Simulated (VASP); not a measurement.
Given:

```
CdF2
1.0
    0.00000     2.74637     2.74637
    2.74637     0.00000     2.74637
    2.74637     2.74637     0.00000
Cd F
1 2
Cartesian
  2.74637   2.74637   0.00000
  1.37318   1.37318   1.37318
  4.11955   4.11955   4.11955
```

Calculation: PBE GGA, VASP's PBE PAW potentials (set 64) (plane waves; VASP). Numerical set-up: 600 eV cut-off, 6×6×6 Γ-centred mesh, Gaussian smearing of 0.050 eV, potentials Cd F.

Task: Predict the energy per atom (σ→0).

Result: 
The energy per atom (σ→0) is -3.636 eV/atom.

The absolute energy has meaning only against runs of the same code, potentials and settings.

The compound is CdF2 in the fluorite structure. It was relaxed first, which changed the volume by +6 %.
